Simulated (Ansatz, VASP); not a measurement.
## Cross-check of HfGe2N4 (HfGe2N4, 3 layers, AA') between VASP and Ansatz

Wanted: the spread between two codes on one cell, functional and k mesh. Of the first pair: The structure shown is the start of the Ansatz relaxation below; VASP solves that cell, so the two are compared at the walk's first step.

Calculated with Ansatz 0.2.0; plane waves, with VASP 6.6.1 beside it; single point at PBE with D3(BJ).

## Step 1: The structure

The cell holds 21 atoms: 12 N, 6 Ge and 3 Hf. Cell: a = 3.020 Å, b = 3.020 Å, c = 90.241 Å, α = 90.0°, β = 90.0°, γ = 120.0°. Vacuum lies along c.

Structure file:

```cif
data_structure
_symmetry_space_group_name_H-M 'P 1'
_symmetry_Int_Tables_number 1
_cell_length_a 3.0200
_cell_length_b 3.0200
_cell_length_c 90.2409
_cell_angle_alpha 90.000
_cell_angle_beta 90.000
_cell_angle_gamma 120.000
_cell_volume 712.77
loop_
_atom_site_label
_atom_site_type_symbol
_atom_site_fract_x
_atom_site_fract_y
_atom_site_fract_z
_atom_site_occupancy
N1 N 0.00000 0.00000 0.33577 1
N2 N 0.33333 0.66667 0.36267 1
N3 N 0.33333 0.66667 0.39471 1
N4 N 0.00000 0.00000 0.42162 1
N5 N 0.33333 0.66667 0.45708 1
N6 N 0.00000 0.00000 0.48398 1
N7 N 0.00000 0.00000 0.51602 1
N8 N 0.33333 0.66667 0.54292 1
N9 N 0.00000 0.00000 0.57838 1
N10 N 0.33333 0.66667 0.60529 1
N11 N 0.33333 0.66667 0.63733 1
N12 N 0.00000 0.00000 0.66423 1
Ge13 Ge 0.33333 0.66667 0.34228 1
Ge14 Ge 0.33333 0.66667 0.41510 1
Ge15 Ge 0.00000 0.00000 0.46359 1
Ge16 Ge 0.00000 0.00000 0.53641 1
Ge17 Ge 0.33333 0.66667 0.58490 1
Ge18 Ge 0.33333 0.66667 0.65772 1
Hf19 Hf 0.00000 0.00000 0.37869 1
Hf20 Hf 0.33333 0.66667 0.50000 1
Hf21 Hf 0.00000 0.00000 0.62131 1
```

## Step 2: Ansatz: relaxation, PBE with D3(BJ)

Ansatz runs on its default PAW (the set named soft_2) files.

The two programs are compared at the cell with which this relaxation starts, whose forces are those of its first step.

Contents of input.yaml:

```yaml
crystal:
  lattice:
    - [3.02, 0.0, 0.0]
    - [-1.51, 2.6153967194, 0.0]
    - [0.0, 0.0, 90.2408743473]
  atoms:
    - { symbol: "N", position: [0.0, 0.0, 0.3357680233] }
    - { symbol: Ge, position: [0.3333333333, 0.6666666667, 0.3422813038] }
    - { symbol: "N", position: [0.3333333333, 0.6666666667, 0.3626711771] }
    - { symbol: Hf, position: [0.0, 0.0, 0.3786917991] }
    - { symbol: "N", position: [0.3333333333, 0.6666666667, 0.394712421] }
    - { symbol: Ge, position: [0.3333333333, 0.6666666667, 0.4151022944] }
    - { symbol: "N", position: [0.0, 0.0, 0.4216155749] }
    - { symbol: "N", position: [0.3333333333, 0.6666666667, 0.4570762242] }
    - { symbol: Ge, position: [0.0, 0.0, 0.4635895047] }
    - { symbol: "N", position: [0.0, 0.0, 0.4839793781] }
    - { symbol: Hf, position: [0.3333333333, 0.6666666667, 0.5] }
    - { symbol: "N", position: [0.0, 0.0, 0.5160206219] }
    - { symbol: Ge, position: [0.0, 0.0, 0.5364104953] }
    - { symbol: "N", position: [0.3333333333, 0.6666666667, 0.5429237758] }
    - { symbol: "N", position: [0.0, 0.0, 0.5783844251] }
    - { symbol: Ge, position: [0.3333333333, 0.6666666667, 0.5848977056] }
    - { symbol: "N", position: [0.3333333333, 0.6666666667, 0.605287579] }
    - { symbol: Hf, position: [0.0, 0.0, 0.6213082009] }
    - { symbol: "N", position: [0.3333333333, 0.6666666667, 0.6373288229] }
    - { symbol: Ge, position: [0.3333333333, 0.6666666667, 0.6577186962] }
    - { symbol: "N", position: [0.0, 0.0, 0.6642319767] }
  periodic: [true, true, false]
kpoints:
  mp_grid: { grid: [11, 11, 1] }
hamiltonian:
  xc: pbe
  dispersion: d3bj
scf:
  occupations: { method: fermi_dirac, width: 0.05 }
  convergence: { dr2_threshold: 1.0e-09 }
relax:
  f_tol: 0.015
  max_steps: 90
  cell: {}
output:
  write_potential: true
  write_density: true
  volumetric_format: npy
```

Run with:

```bash
ansatz run input.yaml --threads 4 --pin off --max-ram 12288MiB --backend cpu --events-out ev --progress --plain --runs-dir out
```

Numbers of over 12 decimals in the logs are rounded to 6 here.

What it wrote:

```text
Warning: relax.cell: scf.convergence.dr2_threshold = 1e-9 eV is looser than the 1.33638885369e-10 eV advised for a relaxation that steers and ends on the stress (1e-10 eV for each atom of the cell: 21, times the square of relax.cell.stress_2d_tol = 0.05 N/m over 39.6 Å (the atoms' height at the walk's start and 5 Å past either face), 1.261e-2 GPa, over a crystal's default 0.05). What an SCF threshold leaves in a stress goes as its square root, and in the free energy as the threshold itself, and one threshold admits the most on a small cell: [figures from the program's tests cut] Set scf.convergence.dr2_threshold to 1.33638885369e-10 eV or tighter. [rest of the remark cut]
Engine: ansatz 0.2.0, aarch64-unknown-linux-gnu
Pseudopotentials: kind: paw
Pseudopotential: N, paw, valence charge 5, recommended cutoff 420 eV (normal), N.paw.azcp
Pseudopotential: Ge, paw, valence charge 14, recommended cutoff 420 eV (normal), Ge.paw.azcp
Pseudopotential: Hf, paw, valence charge 26, recommended cutoff 420 eV (normal), Hf.paw.azcp
Functional definition: PBE
  parameter kappa = 0.804
  parameter beta = 0.066725
  exchange = pbe_x(kappa = kappa, mu = beta*pi^2/3)
  correlation = pbe_c(beta = beta)
Crystal: 21 atoms, lattice volume = 712.767 Å³
Basis set: ecut = 420 eV, 13669 PW (Γ), exchange–correlation on 48×48×1250 points (8 copies of the dense FFT grid, shifted against one another)
Bands: 134, of which v1, the nominal top of the filled ones, is band 111 counted from 1 (110 counted from 0)
Symmetry: 12 space group operations
Space group: P-6m2 (ITA 187), of the structure as read, at distance tolerance 8.9e-5 Å
k-points: 16 of 121 (time reversal used)
Non-local potential: N, projectors of the file, l = 0: 2, l = 1: 2, l = 2: 1
Non-local potential: Ge, projectors of the file, l = 0: 2, l = 1: 2, l = 2: 3, l = 3: 1
Non-local potential: Hf, projectors of the file, l = 0: 3, l = 1: 2, l = 2: 2, l = 3: 3
PAW form: soft (Blöchl's): semilocal exchange-correlation on the pseudo side does not see the compensation charge
PAW one-centre angular grid: N, 110 points (default); XC on 64 Gauss nodes
PAW one-centre angular grid: Ge, 590 points (default); XC on 64 Gauss nodes
PAW one-centre angular grid: Hf, 590 points (default); XC on 64 Gauss nodes
Initial density: superposition of atomic densities (neutral atoms: chi_scale 0, normalization atom), corrected by the library's trained network
Initial wavefunctions: pseudopotential atomic-orbital guess
Functional: x = pbe(κ = 0.804, μ = 0.219515), c = pbe(β = 0.066725)
SCF iter   1: F=—  HF=-77551.870444 eV  |F-HF|=—  |Δ(HF+E_count)|=         —  Δρ=5.23e-3  dr2=2.49e-1  ethr=1.77e-3  ⟨swp⟩=10.8  Hψ=12446  notcnv=0  defer=187
preconditioner: auto → Resta (q_TF=auto, 2.246 Å⁻¹)  ε∞=2.1  [insulator: Δε(μ)=0.840 eV  Ē_g=19.489 eV  σ=0.050 eV  W_gap=1.00  n_scr=64 (ndim 8)  ℏωp=20.4 eV  f_vac=0.643  D(μ)=0.00/eV (n_scr^D=0)  ε∞_Penn≈2.1  vacuum switching on, ρ_ref=2.8e-2 e/Å³]
SCF iter   2: F=—  HF=-77551.862604 eV  |F-HF|=—  |Δ(HF+E_count)|=   7.84e-3  Δρ=3.69e-3  dr2=2.06e-1  ethr=1.12e-4  ⟨swp⟩=3.6  Hψ=5373  notcnv=0  defer=212
preconditioner: auto → LDOS  [insulator: Δε(μ)=0.575 eV  Ē_g=19.479 eV  σ=0.050 eV  W_gap=0.99  n_scr=64 (ndim 8)  ℏωp=20.4 eV  f_vac=0.643  D(μ)=0.02/eV (n_scr^D=2)  ε∞_Penn≈2.1  β→1.0]
SCF iter   3: F=—  HF=-77551.845030 eV  |F-HF|=—  |Δ(HF+E_count)|=   1.76e-2  Δρ=1.07e-3  dr2=3.84e-2  ethr=9.27e-5  ⟨swp⟩=3.1  Hψ=3582  notcnv=0  defer=212
SCF iter   4: F=—  HF=-77551.845372 eV  |F-HF|=—  |Δ(HF+E_count)|=   3.43e-4  Δρ=8.83e-4  dr2=1.73e-2  ethr=1.73e-5  ⟨swp⟩=3.2  Hψ=3876  notcnv=0  defer=212
SCF iter   5: F=—  HF=-77551.843400 eV  |F-HF|=—  |Δ(HF+E_count)|=   1.97e-3  Δρ=3.28e-4  dr2=1.73e-3  ethr=7.78e-6  ⟨swp⟩=2.4  Hψ=2776  notcnv=0  defer=212
SCF iter   6: F=—  HF=-77551.843450 eV  |F-HF|=—  |Δ(HF+E_count)|=   5.03e-5  Δρ=1.01e-4  dr2=2.31e-4  ethr=7.80e-7  ⟨swp⟩=2.9  Hψ=4246  notcnv=0  defer=212
SCF iter   7: F=—  HF=-77551.843452 eV  |F-HF|=—  |Δ(HF+E_count)|=   1.59e-6  Δρ=7.30e-5  dr2=1.86e-4  ethr=1.04e-7  ⟨swp⟩=3.5  Hψ=4654  notcnv=0  defer=212
SCF iter   8: F=—  HF=-77551.843441 eV  |F-HF|=—  |Δ(HF+E_count)|=   1.09e-5  Δρ=3.58e-5  dr2=7.17e-5  ethr=8.38e-8  ⟨swp⟩=2.9  Hψ=3223  notcnv=0  defer=212
SCF iter   9: F=—  HF=-77551.843329 eV  |F-HF|=—  |Δ(HF+E_count)|=   1.12e-4  Δρ=2.44e-5  dr2=5.78e-5  ethr=3.23e-8  ⟨swp⟩=3.4  Hψ=4322  notcnv=0  defer=212
[...]
atom   9  Ge    -0.00000000    -0.00000000     0.00012121
  atom  10  N      0.00000000     0.00000000    -0.00003625
  atom  11  Hf     0.00000000     0.00000000     0.00000000
  atom  12  N      0.00000000     0.00000000     0.00003625
  atom  13  Ge    -0.00000000    -0.00000000    -0.00012121
  atom  14  N      0.00000000     0.00000000     0.00005175
  atom  15  N     -0.00000000    -0.00000000    -0.00017832
  atom  16  Ge     0.00000000     0.00000000     0.00004897
  atom  17  N     -0.00000000    -0.00000000    -0.00027171
  atom  18  Hf    -0.00000000    -0.00000000     0.00018266
  atom  19  N     -0.00000000    -0.00000000    -0.00025363
  atom  20  Ge     0.00000000     0.00000000     0.00003088
  atom  21  N     -0.00000000    -0.00000000    -0.00023551
  max |Σ_I F_I| component: 1.15e-15 eV/Å
--- 2D stress c σ (N/m, compression-positive) ---
        0.007037       0.000000       0.000000
        0.000000       0.007037       0.000000
        0.000000       0.000000       0.000000
  P = ½ c Tr σ = 0.0070 N/m
--- Band table (eV; the first three rows and the last of 16) ---
  k-point 0: bands = [... 107 lower, -7.3682, -7.3682, -6.9248, -6.4819, -5.2520, -5.0809, -4.9029, -4.1521, ... 19 higher]
  k-point 1: bands = [... 107 lower, -7.4694, -7.0947, -6.7836, -6.4696, -4.6730, -4.5538, -4.4198, -3.6786, ... 19 higher]
  k-point 2: bands = [... 107 lower, -7.6079, -7.0757, -6.8484, -6.6508, -4.1455, -4.1308, -4.1305, -3.3578, ... 19 higher]
  k-point 15: bands = [... 107 lower, -7.5274, -6.9415, -6.8649, -6.8334, -4.3218, -4.3122, -4.3122, -1.6849, ... 19 higher]
  the weakly bound empty levels are not read free of the cell's end (no_gap_told)
--- Relaxed structure (12 steps of the walk, 11 accepted, 2 SCFs on fresh bases) ---
  F+E_penalty+E_count = -77555.72328011 eV   max|allowed force component| = 2.717e-4 eV/Å   (the final SCF, on the basis selected at the relaxed cell)
  cell:  # Å, volume = 768.9762 Å³
    - [3.136819, 0, 0.0]
    - [-1.568410, 2.716565, 0.0]
    - [0.0, 0.0, 90.2408743473]
  atoms:
    - { symbol: N, position: [1.0573552615323469e-17, -1.6573624137598715e-17, 0.350014] }
    - { symbol: Ge, position: [0.333333, 0.666667, 0.356400] }
    - { symbol: N, position: [0.333333, 0.666667, 0.377119] }
    - { symbol: Hf, position: [1.0573552615323457e-17, -1.6573624137598734e-17, 0.390617] }
    - { symbol: N, position: [0.333333, 0.666667, 0.404106] }
    - { symbol: Ge, position: [0.333333, 0.666667, 0.424804] }
    - { symbol: N, position: [1.057355261532355e-17, -1.6573624137598715e-17, 0.431013] }
    - { symbol: N, position: [0.333333, 0.666667, 0.459607] }
    - { symbol: Ge, position: [1.0573552615324408e-17, -1.657362413759852e-17, 0.465812] }
    - { symbol: N, position: [1.0573552615324517e-17, -1.657362413759845e-17, 0.486511] }
    - { symbol: Hf, position: [0.333333, 0.666667, 0.500000] }
    - { symbol: N, position: [1.0573552615324518e-17, -1.6573624137598465e-17, 0.513489] }
    - { symbol: Ge, position: [1.057355261532442e-17, -1.657362413759852e-17, 0.534188] }
    - { symbol: N, position: [0.333333, 0.666667, 0.540393] }
    - { symbol: N, position: [1.0573552615323579e-17, -1.6573624137598693e-17, 0.568987] }
    - { symbol: Ge, position: [0.333333, 0.666667, 0.575196] }
    - { symbol: N, position: [0.333333, 0.666667, 0.595894] }
    - { symbol: Hf, position: [1.057355261532346e-17, -1.6573624137598734e-17, 0.609383] }
    - { symbol: N, position: [0.333333, 0.666667, 0.622881] }
    - { symbol: Ge, position: [0.333333, 0.666667, 0.643600] }
    - { symbol: N, position: [1.057355261532347e-17, -1.6573624137598718e-17, 0.649986] }
```

In the SCF lines HF is the Harris–Foulkes energy and dr2 the Hartree energy of the density residual, in eV; the loop may stop once dr2 is under the threshold and the program's other checks hold. Hψ counts applications of the Hamiltonian.

(Part 1 of 3 ends here.)

[Lines on the potential files, build, host, timing and source positions are cut from VASP's logs without a mark.]

[Logs are printed without paths, hosts, clocks, repeated set-up lines and the standing remarks that a program may print on its own settings, such as how far it seeks lower states.]

[Hosts, paths, dates, database ids (printed as entryN), source tags and the programs' standing remarks are cut or masked in the printed files.]
